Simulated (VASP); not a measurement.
Output of a VASP run:

OUTCAR:
```
 ion  position               nearest neighbor table
   1  0.000  0.000  0.000-   2 2.26   2 2.26   2 2.26   2 2.26   2 2.26   2 2.26
   2  0.500  0.500  0.500-   1 2.26   1 2.26   1 2.26   1 2.26   1 2.26   1 2.26
  LATTYP: Found a face centered cubic cell.
 ALAT       =     4.5200000000
 Subroutine PRICEL returns:
 Original cell was already a primitive cell.
 Subroutine GETGRP returns: Found 48 space group operations
The static configuration has the point symmetry O_h .
The dynamic configuration has the point symmetry O_h .
 Subroutine INISYM returns: Found 48 space group operations
 Subroutine IBZKPT returns following result:
 Found     84 irreducible k-points:

 Following reciprocal coordinates:
            Coordinates               Weight
  0.000000  0.000000  0.000000      1.000000
  0.076923  0.000000  0.000000      8.000000
  0.153846  0.000000  0.000000      8.000000
  0.230769  0.000000  0.000000      8.000000
  0.307692  0.000000  0.000000      8.000000
  0.384615  0.000000  0.000000      8.000000
  0.461538  0.000000  0.000000      8.000000
  0.076923  0.076923  0.000000      6.000000
  0.153846  0.076923  0.000000     24.000000
  0.230769  0.076923  0.000000     24.000000
  0.307692  0.076923  0.000000     24.000000
  0.384615  0.076923  0.000000     24.000000
  0.461538  0.076923  0.000000     24.000000
 -0.461538  0.076923  0.000000     24.000000
 -0.384615  0.076923  0.000000     24.000000
 -0.307692  0.076923  0.000000     24.000000
 -0.230769  0.076923  0.000000     24.000000
 -0.153846  0.076923  0.000000     24.000000
 -0.076923  0.076923  0.000000     12.000000
  0.153846  0.153846  0.000000      6.000000
  0.230769  0.153846  0.000000     24.000000
  0.307692  0.153846  0.000000     24.000000
  0.384615  0.153846  0.000000     24.000000
  0.461538  0.153846  0.000000     24.000000
 -0.461538  0.153846  0.000000     24.000000
 -0.384615  0.153846  0.000000     24.000000
 -0.307692  0.153846  0.000000     24.000000
 -0.230769  0.153846  0.000000     24.000000
 -0.153846  0.153846  0.000000     12.000000
  0.230769  0.230769  0.000000      6.000000
  0.307692  0.230769  0.000000     24.000000
  0.384615  0.230769  0.000000     24.000000
  0.461538  0.230769  0.000000     24.000000
 -0.461538  0.230769  0.000000     24.000000
 -0.384615  0.230769  0.000000     24.000000
 -0.307692  0.230769  0.000000     24.000000
 -0.230769  0.230769  0.000000     12.000000
  0.307692  0.307692  0.000000      6.000000
  0.384615  0.307692  0.000000     24.000000
  0.461538  0.307692  0.000000     24.000000
   k-points           NKPTS =     84   k-points in BZ     NKDIM =     84   number of bands    NBANDS=     11
   number of dos      NEDOS =    301   number of ions     NIONS =      2
   total plane-waves  NPLWV =  13824
   dimension x,y,z NGX =    24 NGY =   24 NGZ =   24
   dimension x,y,z NGXF=    48 NGYF=   48 NGZF=   48
   ions per type =               1   1
   PREC   = accura    normal or accurate (medium, high low for compatibility)
   ISTART =      0    job   : 0-new  1-cont  2-samecut
   ICHARG =      2    charge: 1-file 2-atom 10-const
   ISPIN  =      1    spin polarized calculation?
   LNONCOLLINEAR =      F non collinear calculations
   LSORBIT =      F    spin-orbit coupling
   INIWAV =      1    electr: 0-lowe 1-rand  2-diag
   ENCUT  =  520.0 eV  38.22 Ry    6.18 a.u.   5.94  5.94  5.94*2*pi/ulx,y,z
   NELM   =    100;   NELMIN=  2; NELMDL= -5     # of ELM steps
   EDIFF  = 0.1E-05   stopping-criterion for ELM
   LREAL  =      F    real-space projection
   NLSPLINE    = F    spline interpolate recip. space projectors
   LMAXMIX     =    6 max onsite mixed and CHGCAR
   VOSKOWN=      0    Vosko Wilk Nusair interpolation
   EDIFFG = -.1E-01   stopping-criterion for IOM
   NSW    =     60    number of steps for IOM
   NBLOCK =      1;   KBLOCK =     60    inner block; outer block
   IBRION =      2    ionic relax: 0-MD 1-quasi-New 2-CG
...
```

**OSZICAR**
```
...
DAV:  10    -0.580309958203E+02   -0.96511E-01   -0.29331E-01  2192   0.503E+00    0.246E+00
DAV:  11    -0.580089975663E+02    0.21998E-01   -0.20227E-02  2080   0.148E+00    0.135E+00
DAV:  12    -0.580086473973E+02    0.35017E-03   -0.13147E-02  2196   0.803E-01    0.473E-01
DAV:  13    -0.580084654575E+02    0.18194E-03   -0.26276E-03  2268   0.451E-01    0.415E-02
DAV:  14    -0.580087368751E+02   -0.27142E-03   -0.22835E-04  2034   0.167E-01    0.339E-02
DAV:  15    -0.580086982904E+02    0.38585E-04   -0.16778E-04  2321   0.134E-01    0.372E-02
DAV:  16    -0.580087122582E+02   -0.13968E-04   -0.80917E-06  2127   0.370E-02    0.435E-02
DAV:  17    -0.580087056649E+02    0.65933E-05   -0.11562E-05  2231   0.333E-02    0.117E-02
DAV:  18    -0.580087492268E+02   -0.43562E-04   -0.41914E-06  2127   0.280E-02    0.176E-02
DAV:  19    -0.580087473111E+02    0.19158E-05   -0.42640E-07  1041   0.696E-03    0.116E-02
DAV:  20    -0.580087510603E+02   -0.37493E-05   -0.57121E-07  1035   0.641E-03    0.397E-03
DAV:  21    -0.580087489065E+02    0.21539E-05   -0.21079E-07  1002   0.500E-03    0.256E-04
DAV:  22    -0.580087492823E+02   -0.37580E-06   -0.28355E-08  1008   0.155E-03
   1 F= -.58008749E+02 E0= -.58008618E+02  d E =-.580087E+02
       N       E                     dE             d eps       ncg     rms          rms(c)
DAV:   1    -0.580476611241E+02   -0.38912E-01   -0.13695E+00  1848   0.122E+01    0.431E+00
DAV:   2    -0.580079536968E+02    0.39707E-01   -0.86239E-02  1911   0.282E+00    0.153E+00
DAV:   3    -0.580015913061E+02    0.63624E-02   -0.23325E-02  2039   0.151E+00    0.153E+00
DAV:   4    -0.580011869195E+02    0.40439E-03   -0.27262E-03  2158   0.566E-01    0.905E-01
DAV:   5    -0.580009072340E+02    0.27969E-03   -0.12846E-03  2291   0.326E-01    0.165E-01
DAV:   6    -0.580011669544E+02   -0.25972E-03   -0.60332E-04  2007   0.310E-01    0.766E-02
DAV:   7    -0.580012908723E+02   -0.12392E-03   -0.59780E-05  2046   0.911E-02    0.123E-02
DAV:   8    -0.580012654991E+02    0.25373E-04   -0.86580E-06  2115   0.346E-02    0.182E-02
DAV:   9    -0.580012871511E+02   -0.21652E-04   -0.47329E-06  1962   0.251E-02    0.119E-03
DAV:  10    -0.580012784125E+02    0.87386E-05   -0.38305E-07  1019   0.955E-03    0.161E-03
DAV:  11    -0.580012787135E+02   -0.30103E-06   -0.15667E-08   984   0.154E-03
   2 F= -.58001279E+02 E0= -.58001121E+02  d E =0.747057E-02
       N       E                     dE             d eps       ncg     rms          rms(c)
DAV:   1    -0.580316516490E+02   -0.30373E-01   -0.63378E-01  1848   0.830E+00    0.293E+00
DAV:   2    -0.580136307146E+02    0.18021E-01   -0.41797E-02  1896   0.193E+00    0.104E+00
DAV:   3    -0.580108884341E+02    0.27423E-02   -0.11228E-02  2049   0.103E+00    0.107E+00
DAV:   4    -0.580107982102E+02    0.90224E-04   -0.13527E-03  2131   0.389E-01    0.634E-01
DAV:   5    -0.580104687115E+02    0.32950E-03   -0.75176E-04  2279   0.240E-01    0.966E-02
DAV:   6    -0.580108658903E+02   -0.39718E-03   -0.33638E-04  2016   0.228E-01    0.690E-02
DAV:   7    -0.580108552492E+02    0.10641E-04   -0.33599E-05  2028   0.670E-02    0.912E-03
DAV:   8    -0.580108706261E+02   -0.15377E-04   -0.41616E-06  2091   0.239E-02    0.147E-02
DAV:   9    -0.580108581898E+02    0.12436E-04   -0.28134E-06  1892   0.187E-02    0.801E-04
DAV:  10    -0.580108646882E+02   -0.64984E-05   -0.20790E-07   981   0.695E-03    0.103E-03
DAV:  11    -0.580108643181E+02    0.37016E-06   -0.92107E-09   969   0.112E-03
   3 F= -.58010864E+02 E0= -.58010724E+02  d E =-.211504E-02
```

File OUTCAR:
```
------------------------ aborting loop because EDIFF is reached ----------------------------------------
  FORCE on cell =-STRESS in cart. coord.  units (eV):
  Direction    XX          YY          ZZ          XY          YZ          ZX
  --------------------------------------------------------------------------------------
  Total       -0.0147235     -0.0147235     -0.0147235      0.0000000     -0.0000000      0.0000000
  in kB       -1.0319981     -1.0319981     -1.0319981      0.0000000     -0.0000000      0.0000000
  external PRESSURE =      -1.0319981 kB  Pullay stress =       0.0000000 kB
  volume of cell :       22.86
      direct lattice vectors                 reciprocal lattice vectors
     0.000000000  2.252530685  2.252530685    -0.221972559  0.221972559  0.221972559
     2.252530685  0.000000000  2.252530685     0.221972559 -0.221972559  0.221972559
     2.252530685  2.252530685 -0.000000000     0.221972559  0.221972559 -0.221972559
 POSITION                                       TOTAL-FORCE (eV/Angst)
 -----------------------------------------------------------------------------------
      0.00000      0.00000      0.00000        -0.000000      0.000000     -0.000000
      2.25253      2.25253      2.25253         0.000000     -0.000000      0.000000
 -----------------------------------------------------------------------------------
    total drift:                                0.000000     -0.000000     -0.000000
  FREE ENERGIE OF THE ION-ELECTRON SYSTEM (eV)
  ---------------------------------------------------
  free  energy   TOTEN  =       -58.0108643181 eV

  energy  without entropy=      -58.0104444234  energy(sigma->0) =      -58.01072435

 reached required accuracy - stopping structural energy minimisation
```
(Selected blocks of OUTCAR.)

File POSCAR:
```
HfN
1
    0.0000000000     2.2600000000     2.2600000000
    2.2600000000     0.0000000000     2.2600000000
    2.2600000000     2.2600000000     0.0000000000
Hf N
1 1
Direct
  0.0000000000   0.0000000000   0.0000000000
  0.5000000000   0.5000000000   0.5000000000
```

Task: Write an INCAR and KPOINTS that could have produced this output.

Result: One answer among several that fit: the input of the run itself, r2SCAN+rVV10, plane waves, VASP's PBE PAW potentials (set 64).

**INCAR**
```
# general
SYSTEM    =  HfN
PREC      =  Accurate
ENCUT     =  520   # plane-wave cut-off (eV)
LREAL     =  .False.   # projection in real space or not
LASPH     =  .True.   # aspherical one-centre terms

# electronic loop
EDIFF     =  1E-6   # SCF stop (eV)
NELM      =  100
ALGO      =  Normal   # blocked Davidson
LMAXMIX   =  6
LMIXTAU   =  .True.

# smearing
ISMEAR    =  1
SIGMA     =  0.1   # width (eV)

# functional
METAGGA   =  R2SCAN
LUSE_VDW  =  .True.
BPARAM    =  11.95
CPARAM    =  0.0093

# ions
IBRION    =  2
NSW       =  60
ISIF      =  3
EDIFFG    =  -0.01   # ionic stop

# output
LWAVE     =  .False.
LCHARG    =  .False.
```

KPOINTS:
```
Automatic mesh
0
G
 13 13 13
0 0 0
```

POTCAR, in this order: Hf_pv N (PBE.64 set). Program: vasp_std.

The compound is HfN in the rock salt structure. This run relaxes it. Symmetry was kept, so distortions that lower it aren't found. The electron count is odd and the run is not spin-polarised, which forces a metal.
